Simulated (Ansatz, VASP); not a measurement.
# Li5AuO4 (Li5AuO4 (C2/m)) in two plane-wave programs, part 2 of 2

Wanted: the spread between two codes on one cell, functional and k mesh. The cell is taken from a series of runs on this material, whose earlier steps may have relaxed, scaled, displaced or heated it; both programs get it as it stands. Valence electrons are named where the data sets of a main pair hold unlike numbers.

VASP 6.6.1 and Ansatz 0.2.0.

So far. Step 2 (VASP: single point, PBEsol): The run ends at a pressure of -0.47 GPa, with forces up to 0.032 eV/Å.

**3. Ansatz: single point, PBEsol**

Level of this step: Ansatz beside VASP: Kohn-Sham DFT, plane waves, PBEsol (Ansatz).

Ansatz runs on its default PAW (the set named soft_2) files.

The same cell, functional, mesh and smearing now go to Ansatz, which takes its cutoff from its data sets.

input.yaml

```yaml
crystal:
  lattice:
    - [9.4175568596, 0.0, -0.0230269024]
    - [0.0, 9.4237065584, 0.0]
    - [-2.076468944, 0.0, 9.176066501]
  atoms:
    - { symbol: Li, position: [0.25, 0.2922333459, 0.25] }
    - { symbol: Li, position: [0.25, 0.2922333459, 0.75] }
    - { symbol: Li, position: [0.5, 0.7922333459, 0.25] }
    - { symbol: Li, position: [0.5, 0.7922333459, 0.75] }
    - { symbol: Li, position: [0.75, 0.2922333459, 0.25] }
    - { symbol: Li, position: [0.75, 0.2922333459, 0.75] }
    - { symbol: Li, position: [0.0, 0.7922333459, 0.25] }
    - { symbol: Li, position: [0.0, 0.7922333459, 0.75] }
    - { symbol: Li, position: [0.25, 0.7828180991, 0.0] }
    - { symbol: Li, position: [0.25, 0.7828180991, 0.5] }
    - { symbol: Li, position: [0.5, 0.2828180991, 0.0] }
    - { symbol: Li, position: [0.5, 0.2828180991, 0.5] }
    - { symbol: Li, position: [0.75, 0.7828180991, 0.0] }
    - { symbol: Li, position: [0.75, 0.7828180991, 0.5] }
    - { symbol: Li, position: [0.0, 0.2828180991, 0.0] }
    - { symbol: Li, position: [0.0, 0.2828180991, 0.5] }
    - { symbol: Li, position: [0.25, 0.2171819009, 0.0] }
    - { symbol: Li, position: [0.25, 0.2171819009, 0.5] }
    - { symbol: Li, position: [0.5, 0.7171819009, 0.0] }
    - { symbol: Li, position: [0.5, 0.7171819009, 0.5] }
    - { symbol: Li, position: [0.75, 0.2171819009, 0.0] }
    - { symbol: Li, position: [0.75, 0.2171819009, 0.5] }
    - { symbol: Li, position: [0.0, 0.7171819009, 0.0] }
    - { symbol: Li, position: [0.0, 0.7171819009, 0.5] }
    - { symbol: Li, position: [0.25, 0.7077666541, 0.25] }
    - { symbol: Li, position: [0.25, 0.7077666541, 0.75] }
    - { symbol: Li, position: [0.5, 0.2077666541, 0.25] }
    - { symbol: Li, position: [0.5, 0.2077666541, 0.75] }
    - { symbol: Li, position: [0.75, 0.7077666541, 0.25] }
    - { symbol: Li, position: [0.75, 0.7077666541, 0.75] }
    - { symbol: Li, position: [0.0, 0.2077666541, 0.25] }
    - { symbol: Li, position: [0.0, 0.2077666541, 0.75] }
    - { symbol: Li, position: [0.0, 0.0, 0.0] }
    - { symbol: Li, position: [0.0, 0.0, 0.5] }
    - { symbol: Li, position: [0.25, 0.5, 0.0] }
    - { symbol: Li, position: [0.25, 0.5, 0.5] }
    - { symbol: Li, position: [0.5, 0.0, 0.0] }
    - { symbol: Li, position: [0.5, 0.0, 0.5] }
    - { symbol: Li, position: [0.75, 0.5, 0.0] }
    - { symbol: Li, position: [0.75, 0.5, 0.5] }
    - { symbol: Au, position: [0.25, 0.0, 0.25] }
    - { symbol: Au, position: [0.25, 0.0, 0.75] }
    - { symbol: Au, position: [0.5, 0.5, 0.25] }
    - { symbol: Au, position: [0.5, 0.5, 0.75] }
    - { symbol: Au, position: [0.75, 0.0, 0.25] }
    - { symbol: Au, position: [0.75, 0.0, 0.75] }
    - { symbol: Au, position: [0.0, 0.5, 0.25] }
    - { symbol: Au, position: [0.0, 0.5, 0.75] }
    - { symbol: O, position: [0.1277490557, 0.8529024177, 0.1251201722] }
    - { symbol: O, position: [0.1277490557, 0.8529024177, 0.6251201722] }
    - { symbol: O, position: [0.3777490557, 0.3529024177, 0.1251201722] }
    - { symbol: O, position: [0.3777490557, 0.3529024177, 0.6251201722] }
    - { symbol: O, position: [0.6277490558, 0.8529024177, 0.1251201722] }
    - { symbol: O, position: [0.6277490558, 0.8529024177, 0.6251201722] }
    - { symbol: O, position: [0.8777490558, 0.3529024177, 0.1251201722] }
    - { symbol: O, position: [0.8777490558, 0.3529024177, 0.6251201722] }
    - { symbol: O, position: [0.3722509442, 0.8529024177, 0.3748798278] }
    - { symbol: O, position: [0.3722509443, 0.8529024177, 0.8748798278] }
    - { symbol: O, position: [0.6222509442, 0.3529024177, 0.3748798278] }
    - { symbol: O, position: [0.6222509443, 0.3529024177, 0.8748798278] }
    - { symbol: O, position: [0.8722509442, 0.8529024177, 0.3748798278] }
    - { symbol: O, position: [0.8722509442, 0.8529024177, 0.8748798278] }
    - { symbol: O, position: [0.1222509443, 0.3529024177, 0.3748798278] }
    - { symbol: O, position: [0.1222509442, 0.3529024177, 0.8748798278] }
    - { symbol: O, position: [0.1277490558, 0.1470975823, 0.1251201722] }
    - { symbol: O, position: [0.1277490558, 0.1470975823, 0.6251201722] }
    - { symbol: O, position: [0.3777490557, 0.6470975823, 0.1251201722] }
    - { symbol: O, position: [0.3777490557, 0.6470975823, 0.6251201722] }
    - { symbol: O, position: [0.6277490558, 0.1470975823, 0.1251201722] }
    - { symbol: O, position: [0.6277490558, 0.1470975823, 0.6251201722] }
    - { symbol: O, position: [0.8777490558, 0.6470975823, 0.1251201722] }
    - { symbol: O, position: [0.8777490558, 0.6470975823, 0.6251201722] }
    - { symbol: O, position: [0.3722509442, 0.1470975823, 0.3748798278] }
    - { symbol: O, position: [0.3722509443, 0.1470975823, 0.8748798278] }
    - { symbol: O, position: [0.6222509442, 0.6470975823, 0.3748798278] }
    - { symbol: O, position: [0.6222509443, 0.6470975823, 0.8748798278] }
    - { symbol: O, position: [0.8722509442, 0.1470975823, 0.3748798278] }
    - { symbol: O, position: [0.8722509442, 0.1470975823, 0.8748798278] }
    - { symbol: O, position: [0.1222509443, 0.6470975823, 0.3748798278] }
    - { symbol: O, position: [0.1222509442, 0.6470975823, 0.8748798278] }
hamiltonian:
  xc: pbesol
  pseudopotentials: { kind: paw }
kpoints:
  mp_grid: { grid: [1, 1, 1] }
scf:
  occupations: { method: gaussian, width: 0.05 }
  n_extra_bands: 24
output:
  forces: true
  stress: true
  eigenvalues: true
```

Started as:

```bash
$ ansatz run input.yaml --threads 16 --pin off --max-ram 36864MiB --backend cpu --events-out ev --progress --plain --runs-dir out
```

Numbers of over 12 decimals in the logs are rounded to 6 here.

Output:

```text
scf.n_extra_bands = 24 over 232 filled bands (N_el = 464.0): the run solves 256 bands
Engine: ansatz 0.2.0, aarch64-unknown-linux-gnu
Pseudopotentials: kind: paw
Pseudopotential: Li, paw, valence charge 3, recommended cutoff 420 eV (normal), Li.paw.azcp
Pseudopotential: Au, paw, valence charge 19, recommended cutoff 420 eV (normal), Au.paw.azcp
Pseudopotential: O, paw, valence charge 6, recommended cutoff 420 eV (normal), O.paw.azcp
Functional definition: PBEsol
  exchange = pbesol_x
  correlation = pbesol_c
Crystal: 80 atoms, lattice volume = 813.910 Å³
Basis set: ecut = 420 eV, 15909 PW (Γ), exchange–correlation on 128×128×128 points (8 copies of the dense FFT grid, shifted against one another)
Bands: 256, of which v1, the nominal top of the filled ones, is band 232 counted from 1 (231 counted from 0)
Symmetry: 32 space group operations
Space group: C2/m (ITA 12), of the structure as read, at distance tolerance 9.3e-5 Å
k-points: 1
Non-local potential: Li, projectors of the file, l = 0: 3, l = 1: 2, l = 2: 1
Non-local potential: Au, projectors of the file, l = 0: 3, l = 1: 2, l = 2: 2, l = 3: 1
Non-local potential: O, projectors of the file, l = 0: 2, l = 1: 2, l = 2: 1
PAW form: soft (Blöchl's): semilocal exchange-correlation on the pseudo side does not see the compensation charge
PAW frozen core: Au, regenerated for the run's functional, and the local potential with it (the file was generated under x = pbe(κ = 0.804, μ = 0.219515), c = pbe(β = 0.066725))
PAW frozen core: O, regenerated for the run's functional, and the local potential with it (the file was generated under x = pbe(κ = 0.804, μ = 0.219515), c = pbe(β = 0.066725))
PAW one-centre angular grid: Li, 110 points (default); XC on 64 Gauss nodes
PAW one-centre angular grid: Au, 590 points (default); XC on 64 Gauss nodes
PAW one-centre angular grid: O, 110 points (default); XC on 64 Gauss nodes
Initial density: superposition of atomic densities (neutral atoms: chi_scale 0, normalization atom), corrected by the library's trained network
Initial wavefunctions: pseudopotential atomic-orbital guess
Functional: x = pbesol(κ = 0.804, μ = 0.123457), c = pbesol(β = 0.046)
SCF iter   1: F=—  HF=-130167.847903 eV  |F-HF|=—  |Δ(HF+E_count)|=         —  Δρ=1.39e-2  dr2=1.35e0  ethr=1.77e-3  ⟨swp⟩=6.0  Hψ=1010  notcnv=0
preconditioner: auto → Resta (q_TF=auto, 2.484 Å⁻¹)  ε∞=6.9  [insulator: Δε(μ)=1.975 eV  Ē_g=9.565 eV  σ=0.050 eV  W_gap=1.00  n_scr=218 (ndim 8)  ℏωp=23.3 eV  f_vac=0.080  D(μ)=0.00/eV (n_scr^D=0)  ε∞_Penn≈6.9]
SCF iter   2: F=—  HF=-130167.507009 eV  |F-HF|=—  |Δ(HF+E_count)|=   3.41e-1  Δρ=3.04e-3  dr2=4.68e-2  ethr=2.90e-4  ⟨swp⟩=2.0  Hψ=448  notcnv=0  defer=16
SCF iter   3: F=—  HF=-130167.495928 eV  |F-HF|=—  |Δ(HF+E_count)|=   1.11e-2  Δρ=1.17e-3  dr2=1.04e-2  ethr=1.01e-5  ⟨swp⟩=2.0  Hψ=380  notcnv=0  defer=16
SCF iter   4: F=—  HF=-130167.494145 eV  |F-HF|=—  |Δ(HF+E_count)|=   1.78e-3  Δρ=4.55e-4  dr2=2.02e-3  ethr=2.24e-6  ⟨swp⟩=2.0  Hψ=360  notcnv=0  defer=16
SCF iter   5: F=—  HF=-130167.493824 eV  |F-HF|=—  |Δ(HF+E_count)|=   3.20e-4  Δρ=1.05e-4  dr2=1.90e-4  ethr=4.35e-7  ⟨swp⟩=2.0  Hψ=316  notcnv=0  defer=16
SCF iter   6: F=—  HF=-130167.493625 eV  |F-HF|=—  |Δ(HF+E_count)|=   1.99e-4  Δρ=3.02e-5  dr2=1.39e-5  ethr=4.10e-8  ⟨swp⟩=2.0  Hψ=355  notcnv=0  defer=16
SCF iter   7: F=—  HF=-130167.495059 eV  |F-HF|=—  |Δ(HF+E_count)|=   1.43e-3  Δρ=7.07e-6  dr2=5.69e-7  ethr=3.00e-9  ⟨swp⟩=2.0  Hψ=355  notcnv=0  defer=16
SCF iter   8: F=-130167.495059 eV  HF=-130167.495059 eV  |F-HF|=1.33e-8  |Δ(HF+E_count)|=   4.10e-7  Δρ=1.62e-6  dr2=2.38e-8  ethr=2.16e-11  ⟨swp⟩=9.0  Hψ=1166  notcnv=0
SCF 1 converged in 8 iterations: F = -130167.495059 eV  dr2 = 2.38e-8
  greatest PAW one-centre occupation: 1.001 electrons in one spin orbital (limit 2), on the Au atom at site 47 (counted from 0), in its partial waves of l = 0
SCF converged after 8 iterations
Free energy (F): -130167.495059 eV
Harris-Foulkes:  -130167.495059 eV  (|F-HF|=1.33e-8)
Internal energy: -130167.495059 eV  (E = F + TS)
E sigma→0 (E₀):  -130167.495059 eV
Fermi energy:    6.483400 eV
--- Per-component energies (eV) ---
  E_band       = -7077.577685
  E_kinetic    = 11330.438390
  E_local      = -41048.807163  (includes V_loc(G=0)·N_el)
  E_nonlocal   = 836.494690
  E_hartree    = 16032.841432
  E_xc         = -4593.871843
  E_vxc        = -5773.172028  (∫ρ·V_xc dr)
  E_paw        = -82165.913478  (= ΣΔE_a)
  E_vpaw       = -4488.316911  (= ΣTr[D̂ρ^β])
  E_aug_tail   = 0.092105  (compensation charges beyond the density's cutoff)
  E_ewald      = -30562.374237
  E_core_change = 3.605046  (= ΣΔE_core)
  E_smearing   = -0.000000  (= −TS)
  E_closure    = 0.000000  (closes the sum)
  Σ components = -130167.495059   (vs F -130167.495059, Δ=0.00e0)
--- Forces (eV/Å), atoms counted from 1 ---
  atom   1  Li    -0.00000000    -0.00669084     0.00000000
  atom   2  Li    -0.00000000    -0.00669084     0.00000000
  atom   3  Li    -0.00000000    -0.00669084     0.00000000
  atom   4  Li    -0.00000000    -0.00669084     0.00000000
  atom   5  Li    -0.00000000    -0.00669084     0.00000000
  atom   6  Li    -0.00000000    -0.00669084     0.00000000
  atom   7  Li    -0.00000000    -0.00669084     0.00000000
  atom   8  Li    -0.00000000    -0.00669084     0.00000000
  atom   9  Li    -0.00000000    -0.02245028     0.00000000
  atom  10  Li     0.00000000    -0.02245028     0.00000000
  atom  11  Li    -0.00000000    -0.02245028    -0.00000000
  atom  12  Li    -0.00000000    -0.02245028     0.00000000
  atom  13  Li     0.00000000    -0.02245028    -0.00000000
  atom  14  Li     0.00000000    -0.02245028    -0.00000000
  atom  15  Li     0.00000000    -0.02245028     0.00000000
  atom  16  Li    -0.00000000    -0.02245028    -0.00000000
  atom  17  Li     0.00000000     0.02245028    -0.00000000
  atom  18  Li     0.00000000     0.02245028    -0.00000000
  atom  19  Li    -0.00000000     0.02245028     0.00000000
  atom  20  Li     0.00000000     0.02245028     0.00000000
  atom  21  Li     0.00000000     0.02245028    -0.00000000
  atom  22  Li     0.00000000     0.02245028    -0.00000000
  atom  23  Li     0.00000000     0.02245028     0.00000000
  atom  24  Li     0.00000000     0.02245028     0.00000000
[...]
atom  73  O     -0.01090400     0.01637602    -0.01753117
  atom  74  O     -0.01090400     0.01637602    -0.01753117
  atom  75  O     -0.01090400     0.01637602    -0.01753117
  atom  76  O     -0.01090400     0.01637602    -0.01753117
  atom  77  O     -0.01090400     0.01637602    -0.01753117
  atom  78  O     -0.01090400     0.01637602    -0.01753117
  atom  79  O     -0.01090400     0.01637602    -0.01753117
  atom  80  O     -0.01090400     0.01637602    -0.01753117
  max |Σ_I F_I| component: 8.67e-17 eV/Å
--- Stress (GPa, compression-positive) ---
       -0.381342       0.000000      -0.135658
        0.000000      -0.475360      -0.000000
       -0.135652      -0.000000      -0.442111
  P = ⅓ Tr σ = -0.4329 GPa (-4.329 kbar)
--- Band table (eV) ---
  k-point 0: bands = [... 228 lower, 5.1602, 5.2235, 5.2235, 5.4675, 7.4993, 7.8887, 7.8887, 7.9201, ... 20 higher]
```

The run ends at a pressure of -0.43 GPa, with forces up to 0.026 eV/Å.

**4. Comparison**

Known differences besides the potentials themselves: the data sets hold 464 valence electrons in Ansatz (on its default PAW (the set named soft_2) files) and 400 in VASP; the cutoff is 420 eV in Ansatz and 650 eV in VASP (PREC = Accurate, projectors in real space); Ansatz makes its cores anew for this functional, VASP keeps those of its PBE data sets. Total energies have different zeros and are not compared.

Compared:

| quantity | Ansatz | VASP | difference |
| --- | --- | --- | --- |
| pressure (GPa) | -0.43 | -0.47 | +0.04 |
| pressure without Ansatz's Pulay correction (GPa) | -0.96 | -0.47 | -0.49 |
| gap on the k mesh (eV) | 2.032 | 2.002 | +0.030 |

At this near-relaxed geometry the largest component of a force difference is 22 meV/Å. A gap on the mesh is an upper bound, since the band edges may lie between its points; neither run holds spin-orbit coupling, which can move the band edges of a compound of Au. Ansatz's pressure holds a Pulay correction of 0.53 GPa; VASP's holds none.

**5. What the set-up changes**

Further runs change the set-up of one program: Ansatz's method, potentials or start, or VASP's data sets, cutoff or form of LDA. The table gives Ansatz less VASP for each quantity, since a change that brings one quantity closer may part another.

| run | r.m.s. force difference (meV/Å) | pressure (GPa) | gap on the k mesh (eV) | pressure without Ansatz's Pulay correction (GPa) |
| --- | --- | --- | --- | --- |
| as above | 12 | 0.036 | 0.030 | -0.49 |
| VASP with the data sets Li_sv_GW, Au_sv_GW and O_GW and a cutoff of 700 eV | 10 | -0.059 | 0.016 | -0.59 |
| VASP with the data sets Li_sv, Au and O_h and a cutoff of 1230 eV | 8.7 | 0.12 | 0.022 | -0.41 |

**6. Summary of results**

```yaml
difference_in_gap_on_the_k_mesh_single_point_pbesol: 0.030 eV
r_m_s_force_difference_single_point_pbesol: 12 meV/Å
```

What this shows: The r.m.s. force difference is 12 meV/Å (single point, PBEsol), at about the 12 meV/Å picked in this series as the mark of a large difference. The data sets hold unlike numbers of valence electrons (464 in Ansatz and 400 in VASP), so part of the differences comes from the potentials. Single point, PBEsol, VASP with the data sets Li_sv_GW, Au_sv_GW and O_GW and a cutoff of 700 eV: the difference in pressure goes from 0.036 to -0.059 GPa; the difference in gap on the k mesh goes from 0.030 to 0.016 eV. Single point, PBEsol, VASP with the data sets Li_sv, Au and O_h and a cutoff of 1230 eV: r.m.s. force difference goes from 12 to 8.7 meV/Å; the difference in pressure goes from 0.036 to 0.12 GPa; the difference in gap on the k mesh goes from 0.030 to 0.022 eV. How closely two codes agree says nothing of how well the functional describes the real material.

[Lines on the potential files, build, host, timing and source positions are cut from VASP's logs without a mark.]

[Logs are printed without paths, hosts, clocks, repeated set-up lines and the standing remarks that a program may print on its own settings, such as how far it seeks lower states.]

[Hosts, paths, dates, database ids (printed as entryN), source tags and the programs' standing remarks are cut or masked in the printed files.]
